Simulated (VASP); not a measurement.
A convergence study with VASP on Cr (space group Im-3m): one setting is varied, all else stays as given below, so the limit is that of these other settings. Each run relaxes cell and ions; the cell shown is the tightest run's result. The basis is that of the starting cell, so low cut-offs carry a Pulay error.

```
Cr
1.0
    2.86667     0.00000     0.00000
    0.00000     2.86667     0.00000
    0.00000     0.00000     2.86667
Cr
2
Direct
  0.00000   0.00000   0.00000
  0.50000   0.50000   0.50000
```
Starting moments (μB, in the order of the record's atoms Cr Cr): 1.5 -1.5.

These are PBE GGA, VASP's PBE PAW potentials (set 64) (plane waves; VASP) values and carry that method's errors. The tightest run used: 700 eV cut-off, 10×10×10 Γ-centred mesh, first-order Methfessel-Paxton smearing of 0.10 eV, potentials Cr_pv.

The reference is ENCUT = 700, which took about 2 core-minutes. Costs are core time on shared hosts, one run each; read them as rough ratios.

Problem. Of the settings ENCUT = 250; ENCUT = 300; ENCUT = 350; ENCUT = 400; ENCUT = 450; ENCUT = 500; ENCUT = 550; ENCUT = 600; ENCUT = 650; ENCUT = 700, which is the lowest that keeps the difference from the reference in relaxed volume (Å³/atom) within 0.02 from there on, and what does it cost?

Solution. ENCUT = 500; its cost over the reference is within a factor of 2.
```json
[
 {"setting": "ENCUT = 250", "difference in relaxed volume (Å³/atom)": "0.840", "cost over the reference": "about 1/2"},
 {"setting": "ENCUT = 300", "difference in relaxed volume (Å³/atom)": "0.046", "cost over the reference": "about 1/4"},
 {"setting": "ENCUT = 350", "difference in relaxed volume (Å³/atom)": "0.056", "cost over the reference": "about 1/3"},
 {"setting": "ENCUT = 400", "difference in relaxed volume (Å³/atom)": "0.095", "cost over the reference": "about 1/2"},
 {"setting": "ENCUT = 450", "difference in relaxed volume (Å³/atom)": "0.046", "cost over the reference": "about 1/2"},
 {"setting": "ENCUT = 500", "difference in relaxed volume (Å³/atom)": "0.002", "cost over the reference": "within a factor of 2"},
 {"setting": "ENCUT = 550", "difference in relaxed volume (Å³/atom)": "0.008", "cost over the reference": "within a factor of 2"},
 {"setting": "ENCUT = 600", "difference in relaxed volume (Å³/atom)": "0.001", "cost over the reference": "within a factor of 2"},
 {"setting": "ENCUT = 650", "difference in relaxed volume (Å³/atom)": "0.003", "cost over the reference": "within a factor of 2"},
 {"setting": "ENCUT = 700", "difference in relaxed volume (Å³/atom)": "0.000", "cost over the reference": "reference"}
]
```

Left out are rungs that failed or repeat a setting and relaxations that didn't move; long series are thinned to 24 rows.

The structure was generated: Cr was put into an ordered model structure (Im-3m), which need not be its known phase.
